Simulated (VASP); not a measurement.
Input:

```
NbC
1.0
    2.76387     0.00000     0.00000
    0.00000     2.76387     0.00000
    0.00000     0.00000     2.76387
Nb C
1 1
Direct
  0.00000   0.00000   0.00000
  0.50000   0.50000   0.50000
```

Computed with PBEsol GGA, VASP's PBE PAW potentials (set 64) (plane waves; VASP). Settings: 520 eV cut-off, 15×15×15 Γ-centred mesh, tetrahedra with Blöchl corrections, potentials Nb_sv C.

Q: The job: NbC (relaxed from the CsCl type structure, space group Pm-3m), 2 atoms, PBEsol, static run, 520 eV, 15×15×15 Γ-centred mesh. Roughly how much core time does it take on a busy server core?

A: About 30 core-seconds (one run on a shared machine, a rough figure). It had 120 irreducible k-points, 12 bands, up to 587 plane waves and 18 electronic steps.

The structure was generated: NbC was put into the CsCl type type (Pm-3m), which need not be its known phase. It was relaxed first, which changed the volume by -30 %.
